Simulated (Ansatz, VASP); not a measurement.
**Cross-check of Ti2CO2 (twisted Ti2CO2 MXene bilayer, 21.79 deg) between VASP and Ansatz**

One calculation is typed for both programs; each brings its own data sets. How far apart do they land? The cell is taken from a series of runs on this material, whose earlier steps may have relaxed, scaled, displaced or heated it; both programs get it as it stands.

Program: Ansatz 0.2.0. Level of theory: plane waves, with VASP 6.6.1 beside it; single point at PBEsol. Results are calculated unless marked as measured.

## (1) The structure

The cell holds 70 atoms: 14 C, 28 Ti and 28 O. Cell: a = 8.017 Å, b = 8.017 Å, c = 23.630 Å, α = 90.0°, β = 90.0°, γ = 120.0°. It derives from Ti2CO2 (Ti2CO2 MXene). As first built, before any earlier steps moved the atoms (in the runner's words): Ti2CO2 MXene (a = 3.03 A) under Ti2CO2 MXene (a = 3.03 A), bilayer, commensurate cell of 7 unit cells a layer, twist 21.79 deg; facing atoms 2.75 A apart;; flat layers, displaced by a Gaussian of 0.01 A. Vacuum lies along c.

## (2) VASP: single point, PBEsol

A single point gives forces, pressure and levels at one fixed geometry, so differences don't come from the geometry; what else differs is listed under the comparison.

Lines of VASP's logs that name or quote its potential files are left out, and so is its time.

INCAR

```
SYSTEM = Ti2CO2
PREC = Accurate
ENCUT = 520
EDIFF = 1E-06
NELM = 120
ISMEAR = 0
SIGMA = 0.05
LREAL = Auto
ALGO = Normal
GGA = PS
NBANDS = 336
LASPH = .TRUE.
LORBIT = 11
LWAVE = .FALSE.
LCHARG = .FALSE.
ISIF = 2
GGA_COMPAT = .FALSE.
EFERMI = MIDGAP
KPAR = 4
```

POSCAR

```
Ti2CO2
1.0
    8.0166000000      0.0000000000      0.0000000000
   -4.0083000000      6.9425800000      0.0000000000
    0.0000000000      0.0000000000     23.6300000000
C Ti O
14 28 28
Direct
    0.0004300000      0.0003300000      0.3421300000
    0.1433500000      0.4288900000      0.3420400000
    0.2860300000      0.8573200000      0.3420500000
    0.4289100000      0.2859500000      0.3420300000
    0.5717800000      0.7146200000      0.3420500000
    0.7146900000      0.1431200000      0.3420400000
    0.8575800000      0.5717400000      0.3420500000
    0.1431600000      0.7141700000      0.6581100000
    0.0002500000      0.9998100000      0.6580500000
    0.2859400000      0.4284400000      0.6581100000
    0.5716800000      0.8569300000      0.6581200000
    0.4287400000      0.1426800000      0.6581000000
    0.7145900000      0.5713000000      0.6581400000
    0.8573900000      0.2854900000      0.6581200000
    0.1907000000      0.2387300000      0.3967000000
    0.2384200000      0.0482900000      0.2874900000
    0.3337200000      0.6673000000      0.3966100000
    0.3811600000      0.4767400000      0.2874300000
    0.4764500000      0.0957000000      0.3966000000
    0.5242200000      0.9053800000      0.2873900000
    0.6192300000      0.5243400000      0.3966400000
    0.6669500000      0.3339600000      0.2873800000
    0.7622400000      0.9531300000      0.3967000000
    0.8098200000      0.7624200000      0.2874800000
    0.9050600000      0.3817500000      0.3965900000
    0.9526100000      0.1911000000      0.2874300000
    0.0478300000      0.8101400000      0.3967800000
    0.0956600000      0.6198200000      0.2874300000
    0.3809200000      0.9044000000      0.7127000000
    0.3333800000      0.6663500000      0.6035100000
    0.2381500000      0.1900900000      0.7126800000
    0.1906000000      0.9522400000      0.6034300000
    0.5239400000      0.6188700000      0.7127400000
    0.4763200000      0.3807900000      0.6035400000
    0.8095900000      0.0473900000      0.7126700000
    0.7620100000      0.8092200000      0.6034100000
    0.6667600000      0.3330800000      0.7128400000
    0.6190100000      0.0949700000      0.6035500000
    0.9523900000      0.7615900000      0.7127000000
    0.9049500000      0.5235300000      0.6035700000
    0.0953600000      0.4757700000      0.7127400000
    0.0475900000      0.2377700000      0.6034200000
    0.2386700000      0.0478200000      0.4342200000
    0.1909000000      0.2384200000      0.2499100000
    0.3812900000      0.4764200000      0.4341900000
    0.3336800000      0.6669600000      0.2498800000
    0.5242500000      0.9050500000      0.4342100000
    0.4767100000      0.0956200000      0.2498800000
    0.6670500000      0.3336600000      0.4340400000
    0.6196400000      0.5243200000      0.2499100000
    0.8096100000      0.7621100000      0.4342200000
    0.7623600000      0.9527100000      0.2499000000
    0.9529400000      0.1910900000      0.4342200000
    0.9051300000      0.3812300000      0.2499000000
    0.0955100000      0.6194200000      0.4341800000
    0.0479500000      0.8099300000      0.2499200000
    0.3335200000      0.6664300000      0.7502800000
    0.3811300000      0.9046100000      0.5659900000
    0.1906800000      0.9521500000      0.7502600000
    0.2383000000      0.1905600000      0.5659400000
    0.4762900000      0.3805900000      0.7502900000
    0.5240700000      0.6189000000      0.5659700000
    0.7621900000      0.8093400000      0.7502700000
    0.8095000000      0.0473400000      0.5659500000
    0.6193200000      0.0950800000      0.7502800000
    0.6668800000      0.3332100000      0.5661200000
    0.9049500000      0.5234800000      0.7502800000
    0.9527100000      0.7617000000      0.5659500000
    0.0478000000      0.2378300000      0.7502500000
    0.0954300000      0.4759700000      0.5659900000
```

KPOINTS

```
Automatic mesh
0
Gamma
3 3 1
0 0 0
```

PAW data sets: C, Ti_sv and O (PBE family, release 64).

On the command line:

```sh
$ mpirun -np 8 vasp_std
```

Numbers of over 12 decimals in the logs are rounded to 6 here.

The program printed:

```text
[banner, memory and clock lines left out]
running    8 mpi-ranks, on    1 nodes
[...]
|                                                                             |
|           W    W    AA    RRRRR   N    N  II  N    N   GGGG   !!!           |
|           W    W   A  A   R    R  NN   N  II  NN   N  G    G  !!!           |
|           W    W  A    A  R    R  N N  N  II  N N  N  G       !!!           |
|           W WW W  AAAAAA  RRRRR   N  N N  II  N  N N  G  GGG   !            |
|           WW  WW  A    A  R   R   N   NN  II  N   NN  G    G                |
|           W    W  A    A  R    R  N    N  II  N    N   GGGG   !!!           |
|                                                                             |
|     For optimal performance we recommend to set                             |
|       NCORE = 2 up to number-of-cores-per-socket                            |
|     NCORE specifies how many cores store one orbital (NPAR=cpu/NCORE).      |
|     This setting can greatly improve the performance of VASP for DFT.       |
[...]
|                                                                             |
|     You enforced a specific xc type in the INCAR file but a different       |
|     [... a line on the potential file left out ...]
|     I HOPE YOU KNOW WHAT YOU ARE DOING!                                     |
|                                                                             |

 LDA part: xc-table for (Slater+PW92), standard interpolation
 POSCAR, INCAR and KPOINTS ok, starting setup
[...]
entering main loop
       N       E                     dE             d eps       ncg     rms          rms(c)
DAV:   1     0.904016622223E+04    0.90402E+04   -0.27787E+05  3440   0.180E+03
DAV:   2     0.113888649256E+04   -0.79013E+04   -0.76118E+04  3360   0.580E+02
DAV:   3    -0.633038431231E+03   -0.17719E+04   -0.17161E+04  4712   0.241E+02
DAV:   4    -0.834002916282E+03   -0.20096E+03   -0.20017E+03  4856   0.799E+01
[...]
DAV:  28    -0.661462368971E+03   -0.35063E-05   -0.27036E-07  1960   0.131E-03    0.105E-03
DAV:  29    -0.661462370336E+03   -0.13643E-05   -0.13572E-07  1936   0.102E-03    0.646E-04
DAV:  30    -0.661462370693E+03   -0.35707E-06   -0.69327E-08  1920   0.612E-04
   1 F= -.66146237E+03 E0= -.66146237E+03  d E =-.120105E-09
```

From OUTCAR (step 2):

```text
 POSITION                                       TOTAL-FORCE (eV/Angst)
 -----------------------------------------------------------------------------------
      0.00212      0.00229      8.08453         0.001860      0.005277     -0.008087
     -0.56994      2.97760      8.08241        -0.006417      0.004294     -0.006068
     -1.14341      5.95201      8.08264         0.004502      0.007055     -0.005336
      2.29223      1.98523      8.08217         0.001283      0.000071     -0.002626
      1.71932      4.96131      8.08264         0.000403     -0.001548     -0.002416
      5.15572      0.99362      8.08241         0.003171     -0.000055     -0.008622
      4.58317      3.96935      8.08264        -0.007885      0.004309     -0.002659
     -1.71495      4.95818     15.55114         0.000349     -0.003309      0.001149
     -4.00553      6.94126     15.54972        -0.000202     -0.002928      0.009417
      0.57495      2.97448     15.55114         0.000998     -0.002787      0.003168
      1.14810      5.94931     15.55138        -0.005552     -0.003366      0.002659
      2.86513      0.99057     15.55090        -0.001866     -0.000333      0.005781
      3.43864      3.96630     15.55185        -0.004197     -0.000171     -0.000529
      5.72902      1.98204     15.55138        -0.004478     -0.000949      0.001391
[...]
-----------------------------------------------------------------------------------
    total drift:                                0.006575      0.009614      0.014370

  FREE ENERGIE OF THE ION-ELECTRON SYSTEM (eV)
  ---------------------------------------------------
  free  energy   TOTEN  =      -661.4623706926 eV

  energy  without entropy=     -661.4623706925  energy(sigma->0) =     -661.46237069
```

(Continued in part 2 of 2.)

[Lines on the potential files, build, host, timing and source positions are cut from VASP's logs without a mark.]

[Logs are printed without paths, hosts, clocks, repeated set-up lines and the standing remarks that a program may print on its own settings, such as how far it seeks lower states.]

[Hosts, paths, dates, database ids (printed as entryN), source tags and the programs' standing remarks are cut or masked in the printed files.]
